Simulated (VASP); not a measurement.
These are PBEsol GGA, VASP's PBE PAW potentials (set 64) (plane waves; VASP) values and carry that method's errors.

Input for VASP

INCAR:
```
! general
SYSTEM  =  AlP(110) slab
PREC    =  Normal
ENCUT   =  400   ! plane-wave cut-off (eV)
LREAL   =  .FALSE.
LASPH   =  .TRUE.

! electronic loop
EDIFF   =  1E-5   ! SCF stop (eV)
NELM    =  100
NELMIN  =  4
ALGO    =  Normal

! smearing
ISMEAR  =  0   ! Gaussian
SIGMA   =  0.05

! functional
GGA     =  PS   ! PBEsol

! ions
IBRION  =  2   ! conjugate gradients
NSW     =  50   ! most ionic steps
ISIF    =  2   ! forces and stress, cell fixed
EDIFFG  =  -0.03   ! ionic stop

! output
LWAVE   =  .TRUE.
LCHARG  =  .FALSE.

! other
LDIPOL  =  .TRUE.
IDIPOL  =  3
DIPOL   =  0.5 0.5 0.5
```

**POSCAR**
```
AlP(110) slab
1
    5.4711547320     0.0000000000    -0.0000000000
    0.0000000000     3.8686905866     0.0000000000
   -0.0000000000    -0.0000000000    26.6367166277
Al P
6 6
Direct
  0.0000000000   0.0000000000   0.6815490000
  0.5000000000   0.5000000000   0.6089290000
  0.0000000000   0.0000000000   0.5363100000
  0.5000000000   0.5000000000   0.4636900000
  1.0000000000   0.0000000000   0.3910710000
  0.5000000000   0.5000000000   0.3184510000
  0.2500000000   0.0000000000   0.6089290000
  0.7500000000   0.5000000000   0.6815490000
  0.2500000000   0.0000000000   0.4636900000
  0.7500000000   0.5000000000   0.5363100000
  0.2500000000   0.0000000000   0.3184510000
  0.7500000000   0.5000000000   0.3910710000
```

File KPOINTS:
```
Automatic
0
Gamma
4 5 1
0 0 0
```

POTCAR, in this order: Al P (PBE.64 set). Program: vasp_std.

Output

OUTCAR:
```
 ion  position               nearest neighbor table
   1  0.000  0.000  0.682-   8 2.37   8 2.37   7 2.37
   2  0.500  0.500  0.609-  10 2.37   7 2.37   7 2.37   8 2.37
   3  0.000  0.000  0.536-   7 2.37  10 2.37  10 2.37   9 2.37
   4  0.500  0.500  0.464-  12 2.37   9 2.37   9 2.37  10 2.37
   5  0.000  0.000  0.391-   9 2.37  12 2.37  12 2.37  11 2.37
   6  0.500  0.500  0.318-  11 2.37  11 2.37  12 2.37
   7  0.250  0.000  0.609-   3 2.37   2 2.37   2 2.37   1 2.37
   8  0.750  0.500  0.682-   1 2.37   1 2.37   2 2.37
   9  0.250  0.000  0.464-   5 2.37   4 2.37   4 2.37   3 2.37
  10  0.750  0.500  0.536-   2 2.37   3 2.37   3 2.37   4 2.37
  11  0.250  0.000  0.318-   6 2.37   6 2.37   5 2.37
  12  0.750  0.500  0.391-   4 2.37   5 2.37   5 2.37   6 2.37
  LATTYP: Found a simple orthorhombic cell.
 ALAT       =     3.8686905866
 B/A-ratio  =     1.4142135716
 C/A-ratio  =     6.8852021198
 Subroutine PRICEL returns:
 Original cell was already a primitive cell.
 Subroutine GETGRP returns: Found  4 space group operations
The static configuration has the point symmetry C_1h.
 The point group associated with its full space group is C_2v.
The dynamic configuration has the point symmetry C_1h.
 Subroutine INISYM returns: Found  4 space group operations
 Subroutine IBZKPT returns following result:
 Found      9 irreducible k-points:

 Following reciprocal coordinates:
            Coordinates               Weight
  0.000000  0.000000  0.000000      1.000000
  0.250000  0.000000  0.000000      2.000000
  0.500000  0.000000  0.000000      1.000000
  0.000000  0.200000  0.000000      2.000000
  0.250000  0.200000  0.000000      4.000000
  0.500000  0.200000  0.000000      2.000000
  0.000000  0.400000  0.000000      2.000000
  0.250000  0.400000  0.000000      4.000000
  0.500000  0.400000  0.000000      2.000000
   k-points           NKPTS =      9   k-points in BZ     NKDIM =      9   number of bands    NBANDS=     31
   number of dos      NEDOS =    301   number of ions     NIONS =     12
...
```

**OSZICAR**
```
...
DAV:   3    -0.632261835822E+02    0.17531E-02   -0.27980E-02   678   0.790E-01    0.534E-01
DAV:   4    -0.632258282407E+02    0.35534E-03   -0.43681E-03   764   0.273E-01    0.349E-01
DAV:   5    -0.632260486514E+02   -0.22041E-03   -0.15275E-03   684   0.171E-01    0.927E-02
DAV:   6    -0.632262027354E+02   -0.15408E-03   -0.66685E-04   764   0.981E-02    0.816E-02
DAV:   7    -0.632262551944E+02   -0.52459E-04   -0.11214E-04   663   0.444E-02    0.358E-02
DAV:   8    -0.632262890498E+02   -0.33855E-04   -0.28805E-05   549   0.210E-02    0.191E-02
DAV:   9    -0.632263158809E+02   -0.26831E-04   -0.74996E-06   426   0.122E-02    0.926E-03
DAV:  10    -0.632263530872E+02   -0.37206E-04   -0.13274E-05   482   0.133E-02    0.670E-03
DAV:  11    -0.632263670154E+02   -0.13928E-04   -0.23017E-06   433   0.724E-03    0.325E-03
DAV:  12    -0.632263763696E+02   -0.93542E-05   -0.16609E-06   405   0.489E-03
   5 F= -.63226376E+02 E0= -.63226376E+02  d E =-.468835E+00
       N       E                     dE             d eps       ncg     rms          rms(c)
DAV:   1    -0.632541174092E+02   -0.27750E-01   -0.38467E+00   558   0.818E+00    0.106E+00
DAV:   2    -0.632768093515E+02   -0.22692E-01   -0.28691E-01   684   0.241E+00    0.412E-01
DAV:   3    -0.632753514224E+02    0.14579E-02   -0.75035E-03   751   0.459E-01    0.302E-01
DAV:   4    -0.632746575090E+02    0.69391E-03   -0.34480E-03   684   0.251E-01    0.148E-01
DAV:   5    -0.632747662990E+02   -0.10879E-03   -0.91690E-04   702   0.130E-01    0.641E-02
DAV:   6    -0.632747907782E+02   -0.24479E-04   -0.67746E-05   708   0.343E-02    0.450E-02
DAV:   7    -0.632747952958E+02   -0.45176E-05   -0.37892E-05   576   0.264E-02
   6 F= -.63274795E+02 E0= -.63274795E+02  d E =-.484189E-01
       N       E                     dE             d eps       ncg     rms          rms(c)
DAV:   1    -0.632748044973E+02   -0.13719E-04   -0.76683E-05   663   0.347E-02    0.830E-03
DAV:   2    -0.632748079006E+02   -0.34033E-05   -0.89782E-06   405   0.151E-02    0.578E-03
DAV:   3    -0.632748098046E+02   -0.19040E-05   -0.14632E-06   314   0.647E-03    0.475E-03
DAV:   4    -0.632748134949E+02   -0.36903E-05   -0.90307E-07   370   0.432E-03
   7 F= -.63274813E+02 E0= -.63274813E+02  d E =-.484371E-01
       N       E                     dE             d eps       ncg     rms          rms(c)
DAV:   1    -0.632969856221E+02   -0.22176E-01   -0.49140E-01   558   0.328E+00    0.307E-01
DAV:   2    -0.632986800017E+02   -0.16944E-02   -0.24143E-02   692   0.746E-01    0.169E-01
DAV:   3    -0.632986842153E+02   -0.42136E-05   -0.11398E-03   893   0.165E-01    0.128E-01
DAV:   4    -0.632986375982E+02    0.46617E-04   -0.15220E-04   684   0.542E-02    0.740E-02
DAV:   5    -0.632986335966E+02    0.40016E-05   -0.12624E-04   684   0.535E-02    0.255E-02
DAV:   6    -0.632986364152E+02   -0.28186E-05   -0.39261E-05   652   0.269E-02
   8 F= -.63298636E+02 E0= -.63298636E+02  d E =-.238229E-01
       N       E                     dE             d eps       ncg     rms          rms(c)
DAV:   1    -0.633061518198E+02   -0.75182E-02   -0.71368E-01   558   0.395E+00    0.378E-01
DAV:   2    -0.633086453888E+02   -0.24936E-02   -0.35479E-02   692   0.902E-01    0.201E-01
DAV:   3    -0.633086537186E+02   -0.83299E-05   -0.16460E-03   900   0.200E-01    0.152E-01
DAV:   4    -0.633085925141E+02    0.61205E-04   -0.23183E-04   684   0.674E-02    0.856E-02
DAV:   5    -0.633085971039E+02   -0.45898E-05   -0.17107E-04   692   0.633E-02    0.289E-02
DAV:   6    -0.633086057237E+02   -0.86198E-05   -0.57933E-05   678   0.322E-02
   9 F= -.63308606E+02 E0= -.63308606E+02  d E =-.337922E-01
       N       E                     dE             d eps       ncg     rms          rms(c)
DAV:   1    -0.633212914448E+02   -0.12694E-01   -0.53622E-01   558   0.321E+00    0.390E-01
DAV:   2    -0.633237890195E+02   -0.24976E-02   -0.33995E-02   684   0.878E-01    0.160E-01
DAV:   3    -0.633236992071E+02    0.89812E-04   -0.15200E-03   837   0.193E-01    0.123E-01
DAV:   4    -0.633236496111E+02    0.49596E-04   -0.26600E-04   684   0.729E-02    0.629E-02
DAV:   5    -0.633236720179E+02   -0.22407E-04   -0.10683E-04   725   0.426E-02    0.188E-02
DAV:   6    -0.633236778341E+02   -0.58161E-05   -0.65371E-06   447   0.138E-02
  10 F= -.63323678E+02 E0= -.63323678E+02  d E =-.150721E-01
       N       E                     dE             d eps       ncg     rms          rms(c)
DAV:   1    -0.633259465277E+02   -0.22745E-02   -0.36288E-01   558   0.265E+00    0.323E-01
DAV:   2    -0.633276514043E+02   -0.17049E-02   -0.23007E-02   684   0.722E-01    0.129E-01
DAV:   3    -0.633275879895E+02    0.63415E-04   -0.10143E-03   845   0.158E-01    0.100E-01
DAV:   4    -0.633275526864E+02    0.35303E-04   -0.17830E-04   684   0.596E-02    0.513E-02
DAV:   5    -0.633275649274E+02   -0.12241E-04   -0.70147E-05   693   0.346E-02    0.152E-02
DAV:   6    -0.633275676502E+02   -0.27228E-05   -0.43466E-06   433   0.113E-02
  11 F= -.63327568E+02 E0= -.63327568E+02  d E =-.189619E-01
       N       E                     dE             d eps       ncg     rms          rms(c)
DAV:   1    -0.633288956595E+02   -0.13307E-02   -0.91444E-02   558   0.121E+00    0.155E-01
DAV:   2    -0.633294303752E+02   -0.53472E-03   -0.64417E-03   684   0.355E-01    0.554E-02
DAV:   3    -0.633293886632E+02    0.41712E-04   -0.14750E-04   728   0.653E-02    0.407E-02
DAV:   4    -0.633293676451E+02    0.21018E-04   -0.10923E-04   684   0.439E-02    0.179E-02
DAV:   5    -0.633293703470E+02   -0.27019E-05   -0.24310E-05   505   0.222E-02
  12 F= -.63329370E+02 E0= -.63329370E+02  d E =-.180270E-02
       N       E                     dE             d eps       ncg     rms          rms(c)
DAV:   1    -0.633294416207E+02   -0.73976E-04   -0.11119E-02   558   0.421E-01    0.560E-02
DAV:   2    -0.633295084725E+02   -0.66852E-04   -0.79959E-04   692   0.124E-01    0.184E-02
DAV:   3    -0.633295038621E+02    0.46104E-05   -0.16660E-05   465   0.237E-02    0.131E-02
DAV:   4    -0.633295027239E+02    0.11382E-05   -0.18499E-05   472   0.193E-02
  13 F= -.63329503E+02 E0= -.63329503E+02  d E =-.193507E-02
       N       E                     dE             d eps       ncg     rms          rms(c)
DAV:   1    -0.633300270037E+02   -0.52314E-03   -0.15375E-02   558   0.526E-01    0.643E-02
DAV:   2    -0.633301274908E+02   -0.10049E-03   -0.11833E-03   670   0.156E-01    0.268E-02
DAV:   3    -0.633301194313E+02    0.80595E-05   -0.29392E-05   549   0.334E-02    0.195E-02
DAV:   4    -0.633301169503E+02    0.24810E-05   -0.31877E-05   515   0.248E-02
  14 F= -.63330117E+02 E0= -.63330117E+02  d E =-.614226E-03
       N       E                     dE             d eps       ncg     rms          rms(c)
DAV:   1    -0.633302626484E+02   -0.14322E-03   -0.78686E-02   558   0.119E+00    0.147E-01
DAV:   2    -0.633307731862E+02   -0.51054E-03   -0.60133E-03   670   0.352E-01    0.616E-02
DAV:   3    -0.633307332038E+02    0.39982E-04   -0.15378E-04   741   0.732E-02    0.440E-02
DAV:   4    -0.633307176432E+02    0.15561E-04   -0.12555E-04   684   0.466E-02    0.208E-02
DAV:   5    -0.633307191517E+02   -0.15086E-05   -0.18725E-05   512   0.216E-02
  15 F= -.63330719E+02 E0= -.63330719E+02  d E =-.121643E-02
       N       E                     dE             d eps       ncg     rms          rms(c)
DAV:   1    -0.633309675769E+02   -0.24993E-03   -0.47855E-02   558   0.829E-01    0.953E-02
DAV:   2    -0.633312219678E+02   -0.25439E-03   -0.30543E-03   701   0.241E-01    0.387E-02
DAV:   3    -0.633312051584E+02    0.16809E-04   -0.84335E-05   701   0.499E-02    0.296E-02
DAV:   4    -0.633312000437E+02    0.51147E-05   -0.26051E-05   544   0.216E-02
  16 F= -.63331200E+02 E0= -.63331200E+02  d E =-.480892E-03
```

OUTCAR:
```
------------------------ aborting loop because EDIFF is reached ----------------------------------------
  FORCE on cell =-STRESS in cart. coord.  units (eV):
  Direction    XX          YY          ZZ          XY          YZ          ZX
  --------------------------------------------------------------------------------------
  Total       -1.4201314     -2.3925790     -0.3734412      0.0000000      0.0000000      0.0000000
  in kB       -4.0356680     -6.7991276     -1.0612292      0.0000000      0.0000000      0.0000000
  external PRESSURE =      -3.9653416 kB  Pullay stress =       0.0000000 kB
  volume of cell :      563.80
      direct lattice vectors                 reciprocal lattice vectors
     5.471154732  0.000000000  0.000000000     0.182776772  0.000000000  0.000000000
     0.000000000  3.868690587  0.000000000     0.000000000  0.258485391  0.000000000
     0.000000000  0.000000000 26.636716628     0.000000000  0.000000000  0.037542165
 POSITION                                       TOTAL-FORCE (eV/Angst)
 -----------------------------------------------------------------------------------
      5.15065      0.00000     17.69384         0.004916      0.000000     -0.020859
      2.84262      1.93435     16.32417        -0.011156      0.000000     -0.009251
      0.08992      0.00000     14.24493        -0.003396      0.000000      0.010885
      2.82549      1.93435     12.39178        -0.003396      0.000000     -0.010885
      0.10704      0.00000     10.31255        -0.011156      0.000000      0.009251
      2.41507      1.93435      8.94287         0.004916      0.000000      0.020859
      1.47131      0.00000     16.19544         0.002081      0.000000      0.012994
      4.04860      1.93435     18.35495         0.006806      0.000000     -0.020513
      1.44258      0.00000     12.30631         0.000750      0.000000      0.000520
      4.17816      1.93435     14.33041         0.000750      0.000000     -0.000520
      1.31303      0.00000      8.28176         0.006806      0.000000      0.020513
      4.20689      1.93435     10.44127         0.002081      0.000000     -0.012994
 -----------------------------------------------------------------------------------
    total drift:                               -0.000683      0.000000     -0.000000
  FREE ENERGIE OF THE ION-ELECTRON SYSTEM (eV)
  ---------------------------------------------------
  free  energy   TOTEN  =       -63.3312000437 eV

  energy  without entropy=      -63.3312000437  energy(sigma->0) =      -63.33120004

 reached required accuracy - stopping structural energy minimisation
```
(Selected blocks of OUTCAR.)

CONTCAR:
```
AlP(110) slab
   1.00000000000000
     5.4711547319999996    0.0000000000000000    0.0000000000000000
     0.0000000000000000    3.8686905866000001    0.0000000000000000
     0.0000000000000000    0.0000000000000000   26.6367166277000003
  Al              P
     6     6
Direct
     0.9414184250149414    0.0000000000000000    0.6642651446760193
     0.5195646665921245    0.5000000000000000    0.6128445310545571
     0.0164345595566124    0.0000000000000000    0.5347856796167221
     0.5164345595566128    0.5000000000000000    0.4652143203832779
     0.0195646665921248    0.0000000000000000    0.3871554689454431
     0.4414184250149413    0.5000000000000000    0.3357348553239808
     0.2689215802306539    0.0000000000000000    0.6080120573754284
     0.7399907259349933    0.5000000000000000    0.6890846173858012
     0.2636700426706742    0.0000000000000000    0.4620053832868047
     0.7636700426706744    0.5000000000000000    0.5379946167131954
     0.2399907259349934    0.0000000000000000    0.3109153826141988
     0.7689215802306537    0.5000000000000000    0.3919879426245717
```

File OUTCAR:
```
 val. band max:       -1.2609090299   @ k =   0.0000   0.0000   0.0000

 cond. band min:      -0.0023034743   @ k =   0.0000   0.4000   0.0000


 Fermi energy:        -1.0347392449

 k-point     1 :       0.0000    0.0000    0.0000
  band No.  band energies     occupation
      1     -12.5842      2.00000
      2     -12.1227      2.00000
      3     -11.3186      2.00000
      4     -10.6682      2.00000
      5     -10.3530      2.00000
      6     -10.3356      2.00000
      7      -6.4733      2.00000
      8      -6.0924      2.00000
      9      -5.3213      2.00000
     10      -5.0131      2.00000
     11      -4.1909      2.00000
     12      -3.9317      2.00000
     13      -3.8908      2.00000
     14      -3.2507      2.00000
     15      -3.2301      2.00000
     16      -2.8851      2.00000
     17      -2.5479      2.00000
     18      -2.3627      2.00000
     19      -2.2936      2.00000
     20      -1.7919      2.00000
     21      -1.5644      2.00000
     22      -1.4508      2.00000
     23      -1.4332      2.00000
     24      -1.2609      2.00000
     25       0.3806      0.00000
     26       0.8741      0.00000
     27       1.3636      0.00000
     28       1.4982      0.00000
     29       1.8720      0.00000
     30       2.4898      0.00000
     31       2.5928      0.00000

 k-point     2 :       0.2500    0.0000    0.0000
  band No.  band energies     occupation
      1     -12.3588      2.00000
      2     -11.9236      2.00000
      3     -11.2138      2.00000
      4     -10.8714      2.00000
      5     -10.6906      2.00000
      6     -10.6642      2.00000
      7      -6.3376      2.00000
      8      -6.0508      2.00000
      9      -5.8557      2.00000
     10      -4.9801      2.00000
     11      -4.1791      2.00000
     12      -3.7151      2.00000
     13      -3.1838      2.00000
     14      -3.1791      2.00000
     15      -3.0245      2.00000
     16      -2.7119      2.00000
     17      -2.3983      2.00000
...
```

The cell is a thin slab with vacuum, built from AlP (zinc blende): (110) face.
